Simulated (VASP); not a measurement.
```
CELL_PARAMETERS angstrom
      0.00000     2.22881     2.22881
      2.22881     0.00000     2.22881
      2.22881     2.22881     0.00000
ATOMIC_POSITIONS crystal
  Nb 0.00000 0.00000 0.00000
  C  0.50000 0.50000 0.50000
```

Level of theory: PBE GGA with D4 dispersion, VASP's PBE PAW potentials (set 64) (plane waves; VASP). Numerical set-up: 520 eV cut-off, 14×14×14 Γ-centred mesh, first-order Methfessel-Paxton smearing of 0.10 eV, potentials Nb_sv C.

Task: Predict the energy per atom (σ→0), band gap (on the k-mesh) with the smallest direct gap where there is one.

Result: 
```json
{
 "band gap (on the k-mesh)": "none (metal, semimetal or under 0.01 eV)",
 "energy per atom (σ→0)": "-10.608 eV/atom"
}
```

The absolute energy has meaning only against runs of the same code, potentials and settings.

The compound is NbC in the rock salt structure. It was relaxed first. The electron count is odd and the run is not spin-polarised, which forces a metal.
